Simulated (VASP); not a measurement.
Take Ag2O (cuprite), against free atoms with fixed spin and no zero-point term, in VASP with PAW potentials, and its cohesive energy.

Q: One run gives 3.23 eV/atom. Which level is it?
A) LDA
B) PBEsol
C) PBE

A: B, PBEsol.  The others give 2.81 (PBE), 3.86 (LDA).

Only levels that ran to the end are used. Left out are those held back, those with too coarse a band path, GW runs whose mesh misses a band edge, hybrids' fits of cells that aren't cubic and levels without matching references; a question may draw on a part of the rest.
